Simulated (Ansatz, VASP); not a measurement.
# ScIn3As2: VASP beside Ansatz

```xyz
6
Lattice="6.1383 0.0000 0.0000 -3.0692 5.3160 0.0000 0.0000 0.0000 4.3042" Properties=species:S:1:pos:R:3 pbc="T T T"
Sc    0.0000    0.0000    0.0000
In    3.0692    0.0000    2.1521
In   -1.5346    2.6580    2.1521
In    1.5346    2.6580    2.1521
As    0.0000    3.5440    0.0000
As    3.0692    1.7720    0.0000
```

Change from the starting cell: species swapped into the LaAl2Pt3 type (P6/mmm, No. 191).

Alike in both runs: task single point; functional PBE; k mesh 3 × 3 × 4; occupations gaussian, width 0.1 eV; no spin polarisation.

```csv
,VASP,Ansatz
version,VASP 6.6.1,Ansatz 0.2.0
potentials or method,"VASP PAW PBE potentials, release 64 (Sc_sv, In_d, As)","scalar-relativistic, plane waves, PAW"
plane-wave cutoff (eV),520,420
valence electrons in the cell,60,80
```

|  | VASP | Ansatz | Ansatz less VASP |
| --- | --- | --- | --- |
| gap on the k mesh at the Fermi level (eV) | none | none | - |
| pressure (GPa) | 6.5 | 6.5 | -0.06 |
| largest component of the traceless stress (GPa) | 3.24 | 3.22 | -0.025 |

A gap of «none» marks a metal or a gap that the smearing closes. The two sets of potentials don't hold the same shells in valence.

Caveats: the k mesh is coarse (spacing up to 0.39 Å⁻¹), so the values aren't converged.
